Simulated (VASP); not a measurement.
Input:

```
CELL_PARAMETERS angstrom
      0.00000     2.85411     2.85411
      2.85411     0.00000     2.85411
      2.85411     2.85411     0.00000
ATOMIC_POSITIONS crystal
  Ga 0.00000 0.00000 0.00000
  As 0.25000 0.25000 0.25000
```

Level of theory: PBE GGA with D3 dispersion (zero damping), VASP's PBE PAW potentials (set 64) (plane waves; VASP). Settings: 520 eV cut-off, Gaussian smearing of 0.050 eV, potentials Ga_d As.

Problem. Estimate the band gap (along the path) with the smallest direct gap where there is one.

Solution. 
```yaml
band gap (along the path): 0.31 eV
smallest direct gap (along the path): 0.31 eV
```

Only differences to runs with the same potentials and settings are physical.

The compound is GaAs in the zinc blende structure. It was relaxed first.
